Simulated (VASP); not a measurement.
Here is the system:

```
CELL_PARAMETERS angstrom
      1.86728    -3.23422     0.00000
      1.86728     3.23422     0.00000
      0.00000     0.00000     4.75237
ATOMIC_POSITIONS crystal
  Pt 0.00000 0.00000 0.00000
  Se 0.33333 0.66667 0.26648
  Se 0.66667 0.33333 0.73352
```

Calculation: PBE GGA with D3 dispersion (Becke-Johnson damping), VASP's PBE PAW potentials (set 64) (plane waves; VASP). Numerical set-up: 520 eV cut-off, 9×9×7 Γ-centred mesh, first-order Methfessel-Paxton smearing of 0.10 eV, potentials Pt Se.

Question: The ions and cell shape at fixed volume are relaxed. What does this cell relax into?

Answer: 
```
CELL_PARAMETERS angstrom
      1.87773    -3.25233     0.00000
      1.87773     3.25233     0.00000
      0.00000     0.00000     4.69960
ATOMIC_POSITIONS crystal
  Pt 0.00000 0.00000 0.00000
  Se 0.33333 0.66667 0.27156
  Se 0.66667 0.33333 0.72844
```
Space group P-3m1 (164), at a tolerance of 0.03 Å.

Question: How much energy does the relaxation gain?

Answer: The energy (σ→0) changes by -3.2 meV/atom, in 6 ionic steps.

The compound is PtSe2 in the 1T layered structure. This cell is one point of a volume scan, at 0.97 of the reference volume. Symmetry was kept, so distortions that lower it aren't found.
